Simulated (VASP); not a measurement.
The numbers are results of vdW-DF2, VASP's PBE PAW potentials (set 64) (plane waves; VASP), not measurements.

VASP input:

File POSCAR:
```
Al3Sc
1
    4.1366812706     0.0000000000    -0.0000000000
    0.0000000000     4.1366812706     0.0000000000
   -0.0000000000    -0.0000000000     4.1366812706
Sc Al
1 3
Direct
  0.0000000000   0.0000000000   0.0000000000
  0.0000000000   0.5000000000   0.5000000000
  0.5000000000   0.0000000000   0.5000000000
  0.5000000000   0.5000000000   0.0000000000
```

INCAR:
```
AGGAC=0.0
ALGO=Normal
EDIFF=1E-6
EDIFFG=-0.02
ENCUT=520
GGA=ML
IBRION=2
ISIF=3
ISMEAR=1
LASPH=.TRUE.
LCHARG=.FALSE.
LMAXMIX=4
LREAL=.FALSE.
LUSE_VDW=.TRUE.
LWAVE=.FALSE.
NELM=100
NSW=60
PREC=Accurate
SIGMA=0.1
SYSTEM=Al3Sc
ZAB_VDW=-1.8867
```

File KPOINTS:
```
Automatic mesh
0
Gamma
7 7 7
0 0 0
```

POTCAR, in this order: Sc_sv Al (PBE.64 set). Program: vasp_std.

### Question
Predict the energy per atom (σ→0), band gap (on the k-mesh).

### Answer

- energy per atom (σ→0) = -2.542 eV/atom
- band gap (on the k-mesh) = none (metal, semimetal or under 0.01 eV)

**OSZICAR**
```
...
DAV:   8    -0.101695131723E+02   -0.17292E-02   -0.85648E-02   948   0.293E+00    0.384E-01
DAV:   9    -0.101709859850E+02   -0.14728E-02   -0.47522E-02   908   0.255E+00    0.367E-01
DAV:  10    -0.101690135396E+02    0.19724E-02   -0.18905E-02   936   0.153E+00    0.496E-02
DAV:  11    -0.101690073215E+02    0.62182E-05   -0.50451E-04   832   0.201E-01    0.219E-02
DAV:  12    -0.101690199959E+02   -0.12674E-04   -0.57486E-05   674   0.508E-02    0.421E-03
DAV:  13    -0.101690229441E+02   -0.29481E-05   -0.64605E-06   780   0.239E-02    0.594E-03
DAV:  14    -0.101690233951E+02   -0.45103E-06   -0.55278E-06   736   0.258E-02
   1 F= -.10169023E+02 E0= -.10168911E+02  d E =-.101690E+02
```

The compound is Al3Sc in the L1_2 structure. It was relaxed first. The start is the result of an earlier pass.
